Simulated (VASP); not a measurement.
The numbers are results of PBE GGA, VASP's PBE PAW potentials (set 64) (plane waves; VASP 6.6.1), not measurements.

Input for VASP

### KPOINTS
```
K-points
0
gamma
14 14 14
```

POSCAR:
```
Ta
1
   -1.6597305179     1.6597305179     1.6597305179
    1.6597305179    -1.6597305179     1.6597305179
    1.6597305179     1.6597305179    -1.6597305179
Ta
1
Direct
  0.0000000000   0.0000000000   0.0000000000
```

**INCAR**
```
SYSTEM = Ta
PREC = Accurate
ENCUT = 480
EDIFF = 1E-7
NELM = 100
ALGO = Normal
LREAL = .FALSE.
LASPH = .TRUE.
ISMEAR = 1
SIGMA = 0.1
GGA = PE
LMAXMIX = 6
LWAVE = .FALSE.
LCHARG = .FALSE.
ISIF = 2
```

POTCAR, in this order: Ta_pv (PBE.64 set). Program: vasp_std.

Output of the run:

### OSZICAR
```
       N       E                     dE             d eps       ncg     rms          rms(c)
DAV:   1     0.438872689942E+02    0.43887E+02   -0.63610E+03  1872   0.109E+03
DAV:   2    -0.115614798755E+02   -0.55449E+02   -0.54750E+02  2336   0.238E+02
DAV:   3    -0.122837000797E+02   -0.72222E+00   -0.70739E+00  2208   0.269E+01
DAV:   4    -0.122871444242E+02   -0.34443E-02   -0.34450E-02  2114   0.168E+00
DAV:   5    -0.122871665924E+02   -0.22168E-04   -0.22168E-04  2098   0.118E-01    0.132E+01
DAV:   6    -0.119264577810E+02    0.36071E+00   -0.41292E-01  1938   0.781E+00    0.640E+00
DAV:   7    -0.118205562784E+02    0.10590E+00   -0.31888E-01  1968   0.650E+00    0.408E-01
DAV:   8    -0.118192279841E+02    0.13283E-02   -0.17372E-03  2091   0.475E-01    0.979E-02
DAV:   9    -0.118192358711E+02   -0.78870E-05   -0.16239E-04  1995   0.168E-01    0.343E-02
DAV:  10    -0.118192301815E+02    0.56896E-05   -0.36242E-06  2005   0.303E-02    0.117E-02
DAV:  11    -0.118192309749E+02   -0.79343E-06   -0.10511E-07  1542   0.329E-03    0.274E-04
DAV:  12    -0.118192309179E+02    0.56998E-07   -0.49809E-09   986   0.813E-04
   1 F= -.11819231E+02 E0= -.11819261E+02  d E =0.913248E-04
```

**OUTCAR**
```
------------------------ aborting loop because EDIFF is reached ----------------------------------------
  FORCE on cell =-STRESS in cart. coord.  units (eV):
  Direction    XX          YY          ZZ          XY          YZ          ZX
  --------------------------------------------------------------------------------------
  Total       -0.0015720     -0.0015720     -0.0015720     -0.0000000     -0.0000000     -0.0000000
  in kB       -0.1377216     -0.1377216     -0.1377216     -0.0000000     -0.0000000     -0.0000000
  external PRESSURE =      -0.1377216 kB  Pullay stress =       0.0000000 kB
  volume of cell :       18.29
      direct lattice vectors                 reciprocal lattice vectors
    -1.659730518  1.659730518  1.659730518     0.000000000  0.301253724  0.301253724
     1.659730518 -1.659730518  1.659730518     0.301253724  0.000000000  0.301253724
     1.659730518  1.659730518 -1.659730518     0.301253724  0.301253724  0.000000000
 POSITION                                       TOTAL-FORCE (eV/Angst)
 -----------------------------------------------------------------------------------
      0.00000      0.00000      0.00000         0.000000     -0.000000      0.000000
 -----------------------------------------------------------------------------------
    total drift:                               -0.000000      0.000000      0.000000
  FREE ENERGIE OF THE ION-ELECTRON SYSTEM (eV)
  ---------------------------------------------------
  free  energy   TOTEN  =       -11.8192309179 eV

  energy  without entropy=      -11.8193222427  energy(sigma->0) =      -11.81926136
```
(Selected blocks of OUTCAR.)

### OUTCAR
```
 val. band max:        5.3329184022   @ k =  -0.3571   0.4286   0.1429

 cond. band min:       5.3575846973   @ k =   0.3571   0.1429   0.1429


 Fermi energy:         5.3522209077

 k-point     1 :       0.0000    0.0000    0.0000
  band No.  band energies     occupation
      1     -27.7713      2.00000
      2     -27.7713      2.00000
      3     -27.7713      2.00000
      4      -2.4942      2.00000
      5       6.0965     -0.00000
      6       6.0965     -0.00000
      7       6.0965     -0.00000
      8       9.3160      0.00000
      9       9.3160      0.00000

 k-point     2 :       0.0714    0.0000    0.0000
  band No.  band energies     occupation
      1     -27.8312      2.00000
      2     -27.7898      2.00000
      3     -27.7716      2.00000
      4      -2.2709      2.00000
      5       5.9521     -0.00000
      6       6.0524     -0.00000
      7       6.3152     -0.00000
      8       9.0888      0.00000
      9       9.3170      0.00000

 k-point     3 :       0.1429    0.0000    0.0000
  band No.  band energies     occupation
      1     -27.9962      2.00000
      2     -27.8413      2.00000
      3     -27.7724      2.00000
      4      -1.6386      2.00000
      5       5.5744     -0.00733
      6       5.8479     -0.00000
      7       6.9607     -0.00000
      8       8.7192      0.00000
      9       9.3391      0.00000

 k-point     4 :       0.2143    0.0000    0.0000
  band No.  band energies     occupation
      1     -28.2274      2.00000
      2     -27.9149      2.00000
      3     -27.7737      2.00000
      4      -0.7226      2.00000
      5       5.0848      2.00103
      6       5.4575     -0.05962
      7       7.9980      0.00000
      8       8.6480      0.00000
      9       9.4230      0.00000

 k-point     5 :       0.2857    0.0000    0.0000
  band No.  band energies     occupation
      1     -28.4749      2.00000
      2     -27.9954      2.00000
      3     -27.7751      2.00000
...
```

Unless said otherwise, spin-orbit coupling is left out, though it shifts the bands of the heavy elements here.

The compound is Ta in the bcc structure. It was relaxed first.
